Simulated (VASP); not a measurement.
A convergence study with VASP on Ga (alpha): one setting is varied, all else stays as given below, so the limit is that of these other settings.

```
CELL_PARAMETERS angstrom
      2.26000    -3.83000     0.00000
      2.26000     3.83000     0.00000
      0.00000     0.00000     4.53000
ATOMIC_POSITIONS crystal
  Ga 0.15490 0.84510 0.91900
  Ga 0.34510 0.65490 0.41900
  Ga 0.65490 0.34510 0.58100
  Ga 0.84510 0.15490 0.08100
```

These are PBE GGA, VASP's PBE PAW potentials (set 64) (plane waves; VASP 6.6.1) values and carry that method's errors. The tightest run used: 550 eV cut-off, 12×12×11 Γ-centred mesh, first-order Methfessel-Paxton smearing of 0.10 eV, potentials Ga_d.

| setting | E (eV/atom) | pressure (GPa) | largest force (eV/Å) | irreducible k-points |
|---|---|---|---|---|
| 1×1×1 mesh | -0.7890 | 24.27 | 1.129 | 1 |
| 2×2×2 mesh | -2.5026 | 7.34 | 0.726 | 6 |
| 3×3×3 mesh | -2.9084 | 2.31 | 0.206 | 8 |
| 4×4×4 mesh | -2.9223 | 2.20 | 0.278 | 21 |
| 5×5×4 mesh | -2.9234 | 1.91 | 0.164 | 27 |
| 6×6×5 mesh | -2.9024 | 2.07 | 0.072 | 39 |

### Question
These are the cheaper rows. Estimate the results at 12×12×11 mesh, and how far the last row shown lies from them.

### Answer

| quantity | tightest run | last row shown is off by |
|---|---|---|
| E (eV/atom) | -2.9027 | 0.0003 |
| pressure (GPa) | 1.97 | 0.10 |
| largest force (eV/Å) | 0.137 | -0.065 |

Left out are rungs that failed or repeat a setting and relaxations that didn't move; long series are thinned to 24 rows.

The compound is Ga in the alpha structure. The cell was not relaxed at this level, forces remain on its atoms.
